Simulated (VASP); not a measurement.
```
TiN3P
1.0
    2.79341     0.00000     0.00000
    0.00000     2.64262     4.21691
    0.00000    -2.64262     4.21691
Ti P N
1 1 3
Cartesian
  0.00000   0.00000   3.55051
  1.39671   0.00000   0.63067
  1.39671   1.29434   3.98815
  1.39671  -1.29434   3.98815
  0.00000   0.00000   1.57321
```

These are LDA (Ceperley-Alder, Perdew-Zunger), VASP's LDA PAW potentials (set 64) (plane waves; VASP) values and carry that method's errors. Numerical set-up: 520 eV cut-off, 9×6×6 Γ-centred mesh, tetrahedra with Blöchl corrections, potentials Ti_sv P N.

Task: Tabulate the total density of states (states/eV per cell) against energy (eV; zero at the valence-band maximum or, without a gap, the Fermi level).

Result: 
```csv
E (eV),DOS (states/eV)
-9.96,0.70
-9.34,0.35
-8.81,0.35
-8.18,0.93
-7.66,0.46
-7.03,1.51
-6.51,2.29
-5.88,3.73
-5.36,1.65
-4.73,1.72
-4.21,2.03
-3.58,2.22
-3.06,3.33
-2.43,4.16
-1.81,3.06
-1.28,1.29
-0.65,2.60
-0.13,0.50
0.50,0.01
1.02,0.89
1.65,1.34
2.17,0.84
2.80,4.41
3.32,3.09
3.95,1.11
```
Within 2 eV below the valence-band maximum the largest weight inside VASP's projection spheres is N p.

The structure comes from a computed database's TiPN3 entry (Amm2); how it stands against other phases isn't given here. It was relaxed first.
